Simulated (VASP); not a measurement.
Data:

```yaml
crystal:
  lattice:
    - [0.00000, 2.79233, 2.79233]
    - [2.79233, 0.00000, 2.79233]
    - [2.79233, 2.79233, 0.00000]
  atoms:
    - { symbol: Be, position: [0.00000, 0.00000, 0.00000] }
    - { symbol: Te, position: [0.25000, 0.25000, 0.25000] }
```

Level of theory: SCAN meta-GGA, VASP's PBE PAW potentials (set 64) (plane waves; VASP 6.6.1). Settings: 520 eV cut-off, 8×8×8 Γ-centred mesh, Gaussian smearing of 0.050 eV, potentials Be Te.

Unless said otherwise, spin-orbit coupling is left out, though it shifts the bands of the heavy elements here.

Question: Predict the energy per atom (σ→0), pressure, band gap (on the k-mesh) with the smallest direct gap where there is one.

Answer: 
```json
{
  "band gap (on the k-mesh)": "2.17 eV",
  "smallest direct gap (on the k-mesh)": "3.95 eV",
  "energy per atom (σ→0)": "-21.245 eV/atom",
  "pressure": "1.94 GPa"
}
```

The absolute energy has meaning only against runs of the same code, potentials and settings.

The compound is BeTe in the zinc blende structure. This cell is one point of a volume scan, at 0.97 of the reference volume.
